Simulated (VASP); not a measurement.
Consider the following.

```
CELL_PARAMETERS angstrom
      4.36036     0.00000     0.00000
      0.00000     4.36036     0.00000
      0.00000     0.00000     2.87662
ATOMIC_POSITIONS crystal
  Cr 0.00000 0.00000 0.00000
  Cr 0.50000 0.50000 0.50000
  O  0.30279 0.30279 0.00000
  O  0.80279 0.19721 0.50000
  O  0.19721 0.80279 0.50000
  O  0.69721 0.69721 0.00000
```
Starting moments (μB, in the order of the record's atoms Cr Cr O O O O): 2.1 2.1 -0.1 -0.1 -0.1 -0.1.

Method: PBEsol GGA, VASP's PBE PAW potentials (set 64) (plane waves; VASP). Numerical set-up: 620 eV cut-off, 7×7×11 Γ-centred mesh, first-order Methfessel-Paxton smearing of 0.10 eV, potentials Cr_pv O.

Problem. Estimate the cell moment, energy per atom (σ→0), pressure, band gap (on the k-mesh) with the smallest direct gap where there is one.

Solution. 
```json
{
  "band gap (on the k-mesh)": "none (metal, semimetal or under 0.01 eV)",
  "cell_moment": "4.00 μB",
  "energy per atom (σ→0)": "-8.839 eV/atom",
  "pressure": "5.02 GPa"
}
```

Problem. Give the moment on each site (PAW-sphere projection).

Solution. 
```
site  moment (μB)
----  -----------
Cr1          2.05
Cr2          2.05
O3          -0.06
O4          -0.06
O5          -0.06
O6          -0.06
```

The absolute energy has meaning only against runs of the same code, potentials and settings.

The compound is CrO2 in the rutile structure. It was relaxed first under an external pressure of 5 GPa.
